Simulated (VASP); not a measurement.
Crystal: MgB2.

```
Mg B
1.0
     3.08500    0.00000    0.00000
    -1.54250    2.67169    0.00000
     0.00000    0.00000    3.52300
Mg B
1 2
Cartesian
  0.0000 0.0000 0.0000
  0.0000 1.7811 1.7615
  1.5425 0.8906 1.7615
```

Program: VASP 6.6.1. Alike in all runs: task optical spectrum; level PBE; potentials or basis VASP PAW PBE potentials, release 64 (Mg, B); no spin polarisation; cell as given; cutoff (eV) 520; smearing fermi-dirac 0.05 eV. Hardware: 1 thread of Intel(R) Xeon(R) Platinum 8488C (Sapphire Rapids), on a shared host.

Task: Order these runs on this cell by their wall time, lowest first.
A. k mesh 12 × 12 × 8
B. k mesh 28 × 28 × 22
C. k mesh 20 × 20 × 16

Result: A (38 s), C (150 s), B (380 s).

Caveats: independent-particle spectra lack excitons; the intraband (Drude) part of a metal's response may be missing; spectra need much finer meshes, so this one isn't converged (some runs).
